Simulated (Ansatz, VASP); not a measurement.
# KICl2 (KICl2 (P2_1/c)): VASP beside Ansatz

One calculation is typed for both programs; each brings its own data sets. How far apart do they land? The structure shown is the start of the Ansatz relaxation below; VASP solves that cell, so the two are compared at the walk's first step.

Method: plane waves, with VASP 6.6.1 beside it; single point at PBEsol, in Ansatz 0.2.0.

## 1. Set-up

Symmetry: P2_1/c, No. 14, monoclinic system. Conventional cell: a = 8.474 Å, b = 11.092 Å, c = 12.201 Å, α = 90.00°, β = 107.71°, γ = 90.00°. Nearest to K lie 6 Cl at 3.15 to 3.29 Å and 4 I at 3.67 to 4.01 Å. Nearest to K lie 6 Cl at 3.16 to 3.25 Å and 3 I at 3.87 to 4.01 Å. I has 2 Cl at 2.57 Å and 3 K at 3.90 to 4.01 Å nearest. Nearest to I lie 2 Cl at 2.56 to 2.57 Å and 4 K at 3.67 to 4.01 Å. Nearest to Cl lie 1 I at 2.57 Å and 3 K at 3.18 to 3.24 Å. Cl has 1 I at 2.56 Å and 3 K at 3.23 to 3.29 Å nearest. Farther neighbours and most contacts between anions are not listed.

## 2. Ansatz: relaxation, PBEsol

Ansatz runs on its default PAW (the set named soft_2) files.

The two programs are compared at the cell with which this relaxation starts, whose forces are those of its first step.

File input.yaml:

```yaml
crystal:
  lattice:
    - [8.4743706, 0.0, 0.0]
    - [0.0, 11.0924066, 0.0]
    - [-3.710582, 0.0, 11.6232808]
  atoms:
    - { symbol: K, position: [0.03103892, 0.69960215, 0.41218658] }
    - { symbol: K, position: [0.54021373, 0.05288652, 0.30870373] }
    - { symbol: K, position: [0.96896108, 0.19960215, 0.08781342] }
    - { symbol: K, position: [0.54021373, 0.44711348, 0.80870373] }
    - { symbol: K, position: [0.96896108, 0.30039785, 0.58781342] }
    - { symbol: K, position: [0.45978627, 0.94711348, 0.69129627] }
    - { symbol: K, position: [0.03103892, 0.80039785, 0.91218658] }
    - { symbol: K, position: [0.45978627, 0.55288652, 0.19129627] }
    - { symbol: I, position: [0.28430264, 0.09996833, 0.91756143] }
    - { symbol: I, position: [0.86942267, 0.51767256, 0.11583296] }
    - { symbol: I, position: [0.86942267, 0.98232744, 0.61583296] }
    - { symbol: I, position: [0.71569736, 0.59996833, 0.58243857] }
    - { symbol: I, position: [0.13057733, 0.48232744, 0.88416704] }
    - { symbol: I, position: [0.28430264, 0.40003167, 0.41756143] }
    - { symbol: I, position: [0.71569736, 0.90003167, 0.08243857] }
    - { symbol: I, position: [0.13057733, 0.01767256, 0.38416704] }
    - { symbol: Cl, position: [0.32426042, 0.20254973, 0.73874827] }
    - { symbol: Cl, position: [0.10380586, 0.67361906, 0.16621503] }
    - { symbol: Cl, position: [0.67573958, 0.79745027, 0.26125173] }
    - { symbol: Cl, position: [0.63735284, 0.35864951, 0.0672638] }
    - { symbol: Cl, position: [0.63735284, 0.14135049, 0.5672638] }
    - { symbol: Cl, position: [0.76319852, 0.49077769, 0.40979049] }
    - { symbol: Cl, position: [0.36264716, 0.85864951, 0.4327362] }
    - { symbol: Cl, position: [0.67573958, 0.70254973, 0.76125173] }
    - { symbol: Cl, position: [0.23680148, 0.50922231, 0.59020951] }
    - { symbol: Cl, position: [0.32426042, 0.29745027, 0.23874827] }
    - { symbol: Cl, position: [0.76319852, 0.00922231, 0.90979049] }
    - { symbol: Cl, position: [0.23680148, 0.99077769, 0.09020951] }
    - { symbol: Cl, position: [0.36264716, 0.64135049, 0.9327362] }
    - { symbol: Cl, position: [0.89619414, 0.32638094, 0.83378497] }
    - { symbol: Cl, position: [0.89619414, 0.17361906, 0.33378497] }
    - { symbol: Cl, position: [0.10380586, 0.82638094, 0.66621503] }
basis:
  ecutwfc: 420
  xc_grid: 2
hamiltonian:
  xc: pbesol
kpoints:
  mp_grid: { grid: [4, 3, 3] }
scf:
  occupations: { method: fermi_dirac, width: 0.01 }
  max_iter: 150
output:
  forces: true
  stress: true
relax:
  f_tol: 0.01
  max_steps: 60
  cell: {}
checkpoint:
  write: "../pbesol.run"
  compress: false
  write_wavefunctions: false
  write_every: 100000
```

The run is started by

```console
ansatz run input.yaml --threads 4 --pin off --max-ram 6594MiB --backend cpu --events-out ev --progress --plain --runs-dir out
```

Numbers of over 12 decimals in the logs are rounded to 6 here.

Log:

```text
Engine: ansatz 0.2.0, x86_64-unknown-linux-gnu
Pseudopotentials: kind: paw
Pseudopotential: K, paw, valence charge 9, recommended cutoff 420 eV (normal), K.paw.azcp
Pseudopotential: I, paw, valence charge 17, recommended cutoff 420 eV (normal), I.paw.azcp
Pseudopotential: Cl, paw, valence charge 7, recommended cutoff 420 eV (normal), Cl.paw.azcp
Functional definition: PBEsol
  exchange = pbesol_x
  correlation = pbesol_c
Crystal: 32 atoms, lattice volume = 1092.602 Å³
Basis set: ecut = 420 eV, 21343 PW (Γ), exchange–correlation on 120×150×180 points (8 copies of the dense FFT grid, shifted against one another)
Bands: 192, of which v1, the nominal top of the filled ones, is band 160 counted from 1 (159 counted from 0)
Symmetry: 4 space group operations
Space group: P21/c (ITA 14), of the structure as read, at distance tolerance 1.0e-4 Å
k-points: 14 of 36
Non-local potential: K, projectors of the file, l = 0: 3, l = 1: 2, l = 2: 2
Non-local potential: I, projectors of the file, l = 0: 2, l = 1: 2, l = 2: 2, l = 3: 2
Non-local potential: Cl, projectors of the file, l = 0: 2, l = 1: 2, l = 2: 2
PAW form: soft (Blöchl's): semilocal exchange-correlation on the pseudo side does not see the compensation charge
PAW frozen core: K, regenerated for the run's functional, and the local potential with it (the file was generated under x = pbe(κ = 0.804, μ = 0.219515), c = pbe(β = 0.066725))
PAW frozen core: I, regenerated for the run's functional, and the local potential with it (the file was generated under x = pbe(κ = 0.804, μ = 0.219515), c = pbe(β = 0.066725))
PAW frozen core: Cl, regenerated for the run's functional, and the local potential with it (the file was generated under x = pbe(κ = 0.804, μ = 0.219515), c = pbe(β = 0.066725))
PAW one-centre angular grid: K, 110 points (default); XC on 64 Gauss nodes
PAW one-centre angular grid: I, 590 points (default); XC on 64 Gauss nodes
PAW one-centre angular grid: Cl, 110 points (default); XC on 64 Gauss nodes
Initial density: superposition of atomic densities (neutral atoms: chi_scale 0, normalization atom), corrected by the library's trained network
Initial wavefunctions: pseudopotential atomic-orbital guess
Functional: x = pbesol(κ = 0.804, μ = 0.123457), c = pbesol(β = 0.046)
SCF iter   1: F=—  HF=-88594.218326 eV  |F-HF|=—  |Δ(HF+E_count)|=         —  Δρ=3.01e-3  dr2=1.29e-1  ethr=1.77e-3  ⟨swp⟩=8.8  Hψ=12715  notcnv=0  defer=139
preconditioner: auto → Resta (q_TF=auto, 2.223 Å⁻¹)  ε∞=2.9  [insulator: Δε(μ)=2.361 eV  Ē_g=12.104 eV  σ=0.010 eV  W_gap=1.00  n_scr=190 (ndim 8)  ℏωp=16.8 eV  f_vac=0.106  D(μ)=0.00/eV (n_scr^D=0)  ε∞_Penn≈2.9]
SCF iter   2: F=—  HF=-88594.181896 eV  |F-HF|=—  |Δ(HF+E_count)|=   3.64e-2  Δρ=1.20e-3  dr2=1.33e-2  ethr=4.04e-5  ⟨swp⟩=2.9  Hψ=4987  notcnv=0  defer=336
SCF iter   3: F=—  HF=-88594.180708 eV  |F-HF|=—  |Δ(HF+E_count)|=   1.19e-3  Δρ=3.50e-4  dr2=1.15e-3  ethr=4.16e-6  ⟨swp⟩=2.0  Hψ=3416  notcnv=0  defer=336
SCF iter   4: F=—  HF=-88594.181257 eV  |F-HF|=—  |Δ(HF+E_count)|=   5.49e-4  Δρ=7.57e-5  dr2=1.16e-4  ethr=3.58e-7  ⟨swp⟩=2.0  Hψ=3200  notcnv=0  defer=336
SCF iter   5: F=—  HF=-88594.181347 eV  |F-HF|=—  |Δ(HF+E_count)|=   9.07e-5  Δρ=3.03e-5  dr2=1.77e-5  ethr=3.61e-8  ⟨swp⟩=2.1  Hψ=3766  notcnv=0  defer=336
SCF iter   6: F=—  HF=-88594.181043 eV  |F-HF|=—  |Δ(HF+E_count)|=   3.04e-4  Δρ=1.56e-5  dr2=5.16e-6  ethr=5.54e-9  ⟨swp⟩=2.1  Hψ=3925  notcnv=0  defer=336
SCF iter   7: F=—  HF=-88594.181044 eV  |F-HF|=—  |Δ(HF+E_count)|=   3.05e-7  Δρ=3.07e-6  dr2=1.91e-7  ethr=1.61e-9  ⟨swp⟩=2.1  Hψ=3636  notcnv=0  defer=336
SCF iter   8: F=-88594.181044 eV  HF=-88594.181044 eV  |F-HF|=1.24e-8  |Δ(HF+E_count)|=   2.44e-7  Δρ=1.02e-6  dr2=1.98e-8  ethr=3.13e-11  ⟨swp⟩=4.0  Hψ=8792  notcnv=0
SCF 1 converged in 8 iterations: F = -88594.181044 eV  dr2 = 1.98e-8
  greatest PAW one-centre occupation: 0.999 electrons in one spin orbital (limit 2), on the I atom at site 13 (counted from 0), in its partial waves of l = 2
relax step   1: F+E_penalty+E_count = -88594.18104376 eV  Δ(F+E_penalty+E_count) = +0.000e0 eV  max|allowed force component| = 8.724e-2 eV/Å  Δτ_max = 0.0000 Å  P = -0.456 GPa  Ω = 1092.602 Å³  (8 SCF iters, dr2 threshold 1.00e-7 eV, accepted)
[...]
relax step   3: F+E_penalty+E_count = -88594.22138752 eV  Δ(F+E_penalty+E_count) = -7.211e-3 eV  max|allowed force component| = 8.886e-3 eV/Å  Δτ_max = 0.0176 Å  P = +0.008 GPa  Ω = 1064.623 Å³  energy of the carried Pulay correction = +1.391e-3 eV  (7 SCF iters, dr2 threshold 1.06e-7 eV, accepted)
[...]
relax step   4: F+E_penalty+E_count = -88594.21994565 eV  Δ(F+E_penalty+E_count) = +1.442e-3 eV  max|allowed force component| = 8.884e-3 eV/Å  Δτ_max = 0.0000 Å  P = +0.008 GPa  Ω = 1064.623 Å³  stress off target by 1.50e-2 GPa  SCF on the basis re-selected at this cell (its energy is not comparable with the rows above)  (5 SCF iters)
basis re-selected at this cell: Δ(F+E_penalty+E_count) = +1.442e-3 eV, ΔP = +0.000 GPa vs the last step (what re-selecting the basis moved, of the pressure what is left beyond the Pulay correction that the steps carried, after the strain that the cell walked since its last selection, with what the two solves' SCF thresholds leave and, on support functions, any second-order correction that the steps lacked; it is no measure of the basis error at this ecutwfc). The dense FFT grid was sized anew with the basis: this SCF ran on 60×75×81 points, the steps before it on 60×75×90, so part of this shift can come from that change (see relax.cell in the input reference). [rest of the remark cut]
SCF converged after 5 iterations
Free energy (F): -88594.219946 eV
Harris-Foulkes:  -88594.219946 eV  (|F-HF|=2.04e-10)
Internal energy: -88594.219946 eV  (E = F + TS)
E sigma→0 (E₀):  -88594.219946 eV
Fermi energy:    3.693288 eV
--- Per-component energies (eV) ---
  E_band       = -4636.266281
  E_kinetic    = 6113.509316
  E_local      = -27415.874512  (includes V_loc(G=0)·N_el)
  E_nonlocal   = -152.914229
  E_hartree    = 12292.019089
  E_xc         = -3778.305489
  E_vxc        = -4274.114037  (∫ρ·V_xc dr)
  E_paw        = -54233.958233  (= ΣΔE_a)
  E_vpaw       = -3490.912095  (= ΣTr[D̂ρ^β])
  E_aug_tail   = 0.001630  (compensation charges beyond the density's cutoff)
  E_ewald      = -21424.112650
  E_core_change = 5.415132  (= ΣΔE_core)
  E_smearing   = -0.000000  (= −TS)
  E_closure    = -0.000000  (closes the sum)
  Σ components = -88594.219946   (vs F -88594.219946, Δ=0.00e0)
--- Forces (eV/Å), atoms counted from 1 ---
  atom   1  K      0.00415232    -0.00073853    -0.00122853
  atom   2  K      0.00233927    -0.00076337    -0.00002114
  atom   3  K     -0.00415232    -0.00073853     0.00122853
  atom   4  K      0.00233927     0.00076337    -0.00002114
  atom   5  K     -0.00415232     0.00073853     0.00122853
  atom   6  K     -0.00233927     0.00076337     0.00002114
  atom   7  K      0.00415232     0.00073853    -0.00122853
  atom   8  K     -0.00233927    -0.00076337     0.00002114
  atom   9  I      0.00749929     0.00059051    -0.00037778
  atom  10  I     -0.00043122    -0.00564208    -0.00853585
  atom  11  I     -0.00043122     0.00564208    -0.00853585
  atom  12  I     -0.00749929     0.00059051     0.00037778
  atom  13  I      0.00043122     0.00564208     0.00853585
  atom  14  I      0.00749929    -0.00059051    -0.00037778
  atom  15  I     -0.00749929    -0.00059051     0.00037778
  atom  16  I      0.00043122    -0.00564208     0.00853585
  atom  17  Cl     0.00331632    -0.00450872    -0.00630844
  atom  18  Cl     0.00888397     0.00746518     0.00274803
  atom  19  Cl    -0.00331632     0.00450872     0.00630844
  atom  20  Cl    -0.00746482    -0.00540070     0.00177757
  atom  21  Cl    -0.00746482     0.00540070     0.00177757
  atom  22  Cl     0.00573452    -0.00584495    -0.00510837
  atom  23  Cl     0.00746482    -0.00540070    -0.00177757
  atom  24  Cl    -0.00331632    -0.00450872     0.00630844
  atom  25  Cl    -0.00573452     0.00584495     0.00510837
  atom  26  Cl     0.00331632     0.00450872    -0.00630844
  atom  27  Cl     0.00573452     0.00584495    -0.00510837
  atom  28  Cl    -0.00573452    -0.00584495     0.00510837
  atom  29  Cl     0.00746482     0.00540070    -0.00177757
  atom  30  Cl    -0.00888397    -0.00746518    -0.00274803
  atom  31  Cl    -0.00888397     0.00746518    -0.00274803
  atom  32  Cl     0.00888397    -0.00746518     0.00274803
  max |Σ_I F_I| component: 3.47e-18 eV/Å
--- Stress (GPa, compression-positive) ---
        0.007173       0.000000      -0.008527
        0.000000       0.011643       0.000000
       -0.008527       0.000000       0.005715
  P = ⅓ Tr σ = 0.0082 GPa (0.082 kbar)
--- Relaxed structure (3 steps of the walk, 3 accepted, 1 SCFs on fresh bases) ---
  F+E_penalty+E_count = -88594.21994565 eV   max|allowed force component| = 8.884e-3 eV/Å   (the final SCF, on the basis selected at the relaxed cell)
  cell:  # Å, volume = 1064.6233 Å³
    - [8.400609, -1.7321960237604323e-19, 0.000780112]
    - [-2.2673332939267462e-19, 11.011954, 2.4310895211902402e-17]
    - [-3.677215, 2.5550242105095722e-17, 11.508213]
  atoms:
    - { symbol: K, position: [0.031937, 0.698701, 0.411783] }
    - { symbol: K, position: [0.539842, 0.052978, 0.308579] }
    - { symbol: K, position: [0.968063, 0.198701, 0.088217] }
    - { symbol: K, position: [0.539842, 0.447022, 0.808579] }
    - { symbol: K, position: [0.968063, 0.301299, 0.588217] }
    - { symbol: K, position: [0.460158, 0.947022, 0.691421] }
    - { symbol: K, position: [0.031937, 0.801299, 0.911783] }
    - { symbol: K, position: [0.460158, 0.552978, 0.191421] }
    - { symbol: I, position: [0.284555, 0.101051, 0.916648] }
    - { symbol: I, position: [0.871638, 0.517565, 0.115871] }
    - { symbol: I, position: [0.871638, 0.982435, 0.615871] }
    - { symbol: I, position: [0.715445, 0.601051, 0.583352] }
    - { symbol: I, position: [0.128362, 0.482435, 0.884129] }
    - { symbol: I, position: [0.284555, 0.398949, 0.416648] }
    - { symbol: I, position: [0.715445, 0.898949, 0.083352] }
    - { symbol: I, position: [0.128362, 0.017565, 0.384129] }
    - { symbol: Cl, position: [0.323742, 0.203429, 0.736921] }
    - { symbol: Cl, position: [0.106214, 0.674077, 0.166028] }
    - { symbol: Cl, position: [0.676258, 0.796571, 0.263079] }
    - { symbol: Cl, position: [0.637857, 0.359062, 0.067277] }
    - { symbol: Cl, position: [0.637857, 0.140938, 0.567277] }
    - { symbol: Cl, position: [0.763966, 0.492613, 0.409612] }
    - { symbol: Cl, position: [0.362143, 0.859062, 0.432723] }
    - { symbol: Cl, position: [0.676258, 0.703429, 0.763079] }
    - { symbol: Cl, position: [0.236034, 0.507387, 0.590388] }
    - { symbol: Cl, position: [0.323742, 0.296571, 0.236921] }
    - { symbol: Cl, position: [0.763966, 0.00738725, 0.909612] }
    - { symbol: Cl, position: [0.236034, 0.992613, 0.090388] }
    - { symbol: Cl, position: [0.362143, 0.640938, 0.932723] }
    - { symbol: Cl, position: [0.893786, 0.325923, 0.833972] }
    - { symbol: Cl, position: [0.893786, 0.174077, 0.333972] }
    - { symbol: Cl, position: [0.106214, 0.825923, 0.666028] }
```

(Continued in part 2 of 2.)

[Lines on the potential files, build, host, timing and source positions are cut from VASP's logs without a mark.]

[Logs are printed without paths, hosts, clocks, repeated set-up lines and the standing remarks that a program may print on its own settings, such as how far it seeks lower states.]

[Hosts, paths, dates, database ids (printed as entryN), source tags and the programs' standing remarks are cut or masked in the printed files.]
